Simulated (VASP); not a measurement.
**RuSe: equilibrium volume by level of theory**

It takes space group Pm-3m (No. 221, cubic). Conventional cell: a = 3.188 Å, b = 3.188 Å, c = 3.188 Å, α = 90.00°, β = 90.00°, γ = 90.00°. Ru (site symmetry m-3m) is surrounded by 8 Se at 2.76 Å. Around Se (site symmetry m-3m) lie 8 Ru at 2.76 Å.

The cell comes from a database or a generator and needn't be the stable form of this composition.

```csv
rung,level,program and potentials,cutoff (eV),k mesh,smearing,equilibrium volume (Å³/atom),notes
LDA,LDA,"VASP, LDA PAW files Ru_pv, Se, 600 eV",600,8 × 8 × 8,fermi-dirac 0.05,14.48,-
GGA,AM05,"VASP, PBE PAW files Ru_pv, Se, 600 eV",600,8 × 8 × 8,fermi-dirac 0.05,(a),potentials made for PBE
GGA,BLYP,"VASP, PBE PAW files Ru_pv, Se, 600 eV",600,8 × 8 × 8,fermi-dirac 0.05,16.50,potentials made for PBE
GGA,PBE,"VASP, PBE PAW files Ru_pv, Se, 600 eV",600,8 × 8 × 8,fermi-dirac 0.05,15.31,-
GGA,PBEsol,"VASP, PBE PAW files Ru_pv, Se, 600 eV",600,8 × 8 × 8,fermi-dirac 0.05,14.72,potentials made for PBE
GGA,PW91,"VASP, PBE PAW files Ru_pv, Se, 600 eV",600,8 × 8 × 8,fermi-dirac 0.05,15.42,potentials made for PBE
GGA,RPBE,"VASP, PBE PAW files Ru_pv, Se, 600 eV",600,8 × 8 × 8,fermi-dirac 0.05,15.59,potentials made for PBE
GGA,revPBE,"VASP, PBE PAW files Ru_pv, Se, 600 eV",600,8 × 8 × 8,fermi-dirac 0.05,15.52,potentials made for PBE
non-local van der Waals functional,optB88-vdW,"VASP, PBE PAW files Ru_pv, Se, 600 eV",600,8 × 8 × 8,fermi-dirac 0.05,15.56,potentials made for PBE
non-local van der Waals functional,rev-vdW-DF2,"VASP, PBE PAW files Ru_pv, Se, 600 eV",600,8 × 8 × 8,fermi-dirac 0.05,15.18,potentials made for PBE
non-local van der Waals functional,vdW-DF-cx,"VASP, PBE PAW files Ru_pv, Se, 600 eV",600,8 × 8 × 8,fermi-dirac 0.05,14.93,potentials made for PBE
```

Task: relaxation of cell and atoms. All rows: no spin polarisation. Smearing widths are in eV. For a metal such meshes aren't converged. Meshes are those of the run's cell of 2 atoms unless a note names another. Relaxations start from the cell shown or near it and stop with a little pressure left. Runs on faulty files, with rough fits or with known faults for this quantity aren't shown. No row holds spin-orbit coupling.

Q: Estimate the value left out from the other rows.

A: (a) 14.60 Å³/atom.
